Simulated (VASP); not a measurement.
These are PBE GGA, VASP's PBE PAW potentials (set 64) (plane waves; VASP) values and carry that method's errors.

VASP ran on this input.

**INCAR**
```
GGA  =  PE
PREC  =  Accurate
LREAL  =  F   # projection in real space or not
LASPH  =  T
NELM  =  100
ISMEAR  =  1   # Methfessel-Paxton
SIGMA  =  0.1   # width (eV)
LWAVE  =  F
LCHARG  =  F
ALGO  =  Normal
EDIFF  =  1E-6
ENCUT  =  400   # plane-wave cut-off (eV)
ISIF  =  2   # forces and stress, cell fixed
LMAXMIX  =  4
SYSTEM  =  RuAl
```

KPOINTS:
```
Automatic mesh
0
Gamma
9 9 9
0 0 0
```

### POSCAR
```
RuAl
1
    2.9900000000     0.0000000000     0.0000000000
    0.0000000000     2.9900000000     0.0000000000
    0.0000000000     0.0000000000     2.9900000000
Al Ru
1 1
Direct
  0.5000000000   0.5000000000   0.5000000000
  0.0000000000   0.0000000000   0.0000000000
```

POTCAR, in this order: Al Ru_pv (PBE.64 set). Program: vasp_std.

The run wrote:

### OUTCAR
```
 ion  position               nearest neighbor table
   1  0.500  0.500  0.500-   2 2.59   2 2.59   2 2.59   2 2.59   2 2.59   2 2.59   2 2.59   2 2.59
  LATTYP: Found a simple cubic cell.
 ALAT       =     2.9900000000
 Subroutine PRICEL returns:
 Original cell was already a primitive cell.
 Subroutine GETGRP returns: Found 48 space group operations
The static configuration has the point symmetry O_h .
The dynamic configuration has the point symmetry O_h .
 Subroutine INISYM returns: Found 48 space group operations
 Subroutine IBZKPT returns following result:
 Found     35 irreducible k-points:

 Following reciprocal coordinates:
            Coordinates               Weight
  0.000000  0.000000  0.000000      1.000000
  0.111111  0.000000  0.000000      6.000000
  0.222222  0.000000  0.000000      6.000000
  0.333333  0.000000  0.000000      6.000000
  0.444444  0.000000  0.000000      6.000000
  0.111111  0.111111  0.000000     12.000000
  0.222222  0.111111  0.000000     24.000000
  0.333333  0.111111  0.000000     24.000000
  0.444444  0.111111  0.000000     24.000000
  0.222222  0.222222  0.000000     12.000000
...
```

File OSZICAR:
```
       N       E                     dE             d eps       ncg     rms          rms(c)
DAV:   1     0.908482599608E+02    0.90848E+02   -0.82739E+03   904   0.108E+03
DAV:   2    -0.131323267960E+02   -0.10398E+03   -0.99511E+02   920   0.307E+02
DAV:   3    -0.149311200120E+02   -0.17988E+01   -0.17560E+01   988   0.414E+01
DAV:   4    -0.149488875945E+02   -0.17768E-01   -0.17762E-01   976   0.421E+00
DAV:   5    -0.149492884178E+02   -0.40082E-03   -0.40082E-03  1060   0.539E-01    0.123E+01
DAV:   6    -0.143413170244E+02    0.60797E+00   -0.37179E+00   892   0.220E+01    0.238E+00
DAV:   7    -0.142660235382E+02    0.75293E-01   -0.31091E-01   880   0.654E+00    0.209E+00
DAV:   8    -0.142501750007E+02    0.15849E-01   -0.24558E-02   940   0.179E+00    0.228E-01
DAV:   9    -0.142496436035E+02    0.53140E-03   -0.15868E-03   904   0.434E-01    0.144E-01
DAV:  10    -0.142496388944E+02    0.47091E-05   -0.54750E-05   992   0.899E-02    0.212E-02
DAV:  11    -0.142496372055E+02    0.16889E-05   -0.37102E-06   936   0.223E-02    0.757E-03
DAV:  12    -0.142496365363E+02    0.66921E-06   -0.11397E-07   452   0.406E-03
   1 F= -.14249637E+02 E0= -.14249251E+02  d E =-.115716E-02
```

**OUTCAR**
```
------------------------ aborting loop because EDIFF is reached ----------------------------------------
  FORCE on cell =-STRESS in cart. coord.  units (eV):
  Direction    XX          YY          ZZ          XY          YZ          ZX
  --------------------------------------------------------------------------------------
  Total        0.3898108      0.3898108      0.3898108      0.0000000      0.0000000     -0.0000000
  in kB       23.3642003     23.3642003     23.3642003      0.0000000      0.0000000     -0.0000000
  external PRESSURE =      23.3642003 kB  Pullay stress =       0.0000000 kB
  volume of cell :       26.73
      direct lattice vectors                 reciprocal lattice vectors
     2.990000000  0.000000000  0.000000000     0.334448161  0.000000000  0.000000000
     0.000000000  2.990000000  0.000000000     0.000000000  0.334448161  0.000000000
     0.000000000  0.000000000  2.990000000     0.000000000  0.000000000  0.334448161
 POSITION                                       TOTAL-FORCE (eV/Angst)
 -----------------------------------------------------------------------------------
      1.49500      1.49500      1.49500         0.000000      0.000000      0.000000
      0.00000      0.00000      0.00000         0.000000      0.000000      0.000000
 -----------------------------------------------------------------------------------
    total drift:                               -0.000000      0.000000     -0.000000
  FREE ENERGIE OF THE ION-ELECTRON SYSTEM (eV)
  ---------------------------------------------------
  free  energy   TOTEN  =       -14.2496365363 eV

  energy  without entropy=      -14.2484793744  energy(sigma->0) =      -14.24925082
```
(Selected blocks of OUTCAR.)

OUTCAR:
```
 val. band max:       10.6434477114   @ k =   0.4444   0.4444   0.1111

 cond. band min:      10.6548341196   @ k =   0.4444   0.1111   0.1111


 Fermi energy:        10.6447929119

 k-point     1 :       0.0000    0.0000    0.0000
  band No.  band energies     occupation
      1     -31.0574      2.00000
      2     -31.0574      2.00000
      3     -31.0574      2.00000
      4       1.0556      2.00000
      5       7.1576      2.00000
      6       7.1576      2.00000
      7      10.8949     -0.00231
      8      10.8949     -0.00231
      9      10.8949     -0.00231
     10      16.8246      0.00000
     11      16.8246      0.00000
     12      16.8246      0.00000

 k-point     2 :       0.1111    0.0000    0.0000
  band No.  band energies     occupation
      1     -31.0825      2.00000
      2     -31.0556      2.00000
      3     -31.0556      2.00000
      4       1.2920      2.00000
      5       7.2334      2.00000
      6       7.2399      2.00000
      7      10.6139      1.49603
      8      10.6139      1.49601
      9      10.9234     -0.00059
     10      15.7949      0.00000
     11      17.2864      0.00000
     12      17.2864      0.00000

 k-point     3 :       0.2222    0.0000    0.0000
  band No.  band energies     occupation
      1     -31.1451      2.00000
      2     -31.0504      2.00000
      3     -31.0504      2.00000
      4       1.9756      2.00000
      5       7.2917      2.00000
      6       7.4599      2.00000
      7      10.0192      2.00000
      8      10.0192      2.00000
      9      10.9967     -0.00001
     10      14.1704      0.00000
     11      18.4259      0.00000
     12      18.4259      0.00000

 k-point     4 :       0.3333    0.0000    0.0000
  band No.  band energies     occupation
      1     -31.2153      2.00000
      2     -31.0443      2.00000
      3     -31.0443      2.00000
      4       3.0339      2.00000
      5       6.8718      2.00000
      6       7.7343      2.00000
...
```

The compound is RuAl in the CsCl type structure. The cell was not relaxed at this level. The electron count is odd and the run is not spin-polarised, which forces a metal.
